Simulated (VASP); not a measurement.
Wanted: the native input for a VASP 6.6.1 run.

| Property | Result |
| --- | --- |
| Task | single point |
| Functional | PBE |
| Potentials or basis | VASP PAW PBE potentials, release 64 (B, H) |
| Cutoff | 520 eV |
| k mesh | 1 × 1 × 1 |
| Occupations | gaussian, width 0.01 eV |
| Spin | no spin polarisation |
| Further INCAR settings | ALGO = Normal; EDIFF = 1e-06 |

The structure of BH3 lies in POSCAR:

```
BH3
1.0
   11.0000000000      0.0000000000      0.0000000000
    0.0000000000     11.0000000000      0.0000000000
    0.0000000000      0.0000000000     11.0000000000
B H
1 3
Direct
    0.4904430000      0.5181960000      0.5056830000
    0.5736170000      0.5573860000      0.5580600000
    0.4597090000      0.4138940000      0.5071700000
    0.4269530000      0.5937540000      0.4447590000
```

The cell isn't the ideal one: atoms moved at random, drawn with an rms of 0.05 Å.

The input as run:

INCAR

```
SYSTEM = BH3
PREC     = Accurate       ! precision mode
ENCUT    = 520            ! plane-wave cutoff, eV
EDIFF    = 1E-6           ! SCF threshold, eV
ISMEAR   = 0              ! smearing method
SIGMA    = 0.01           ! smearing width, eV
LREAL    = .FALSE.        ! projectors in reciprocal space
LASPH    = .TRUE.         ! aspherical terms in the spheres
NELM     = 100            ! most SCF steps
ALGO     = Normal         ! electronic algorithm
ISIF     = 2              ! what is computed and relaxed
LWAVE    = .FALSE.        ! write WAVECAR
LCHARG   = .FALSE.        ! write CHGCAR
GGA      = PE             ! functional
```

KPOINTS

```
regular mesh
0
G
  1 1 1
  0 0 0
```

Potentials or basis: VASP PAW PBE potentials, release 64 (B, H).

Run with:

```console
$ cat potpaw_PBE.64/B/POTCAR potpaw_PBE.64/H/POTCAR > POTCAR
$ mpirun -np 1 vasp_gam > vasp.out
```

It gave:

```json
{
  "Largest force": "2.169 eV/Å",
  "Gap between the frontier levels": "5.08 eV"
}
```

It took 68 s on 1 thread of Intel(R) Xeon(R) Platinum 8488C (Sapphire Rapids) (shared host), peak memory 0.98 GiB.
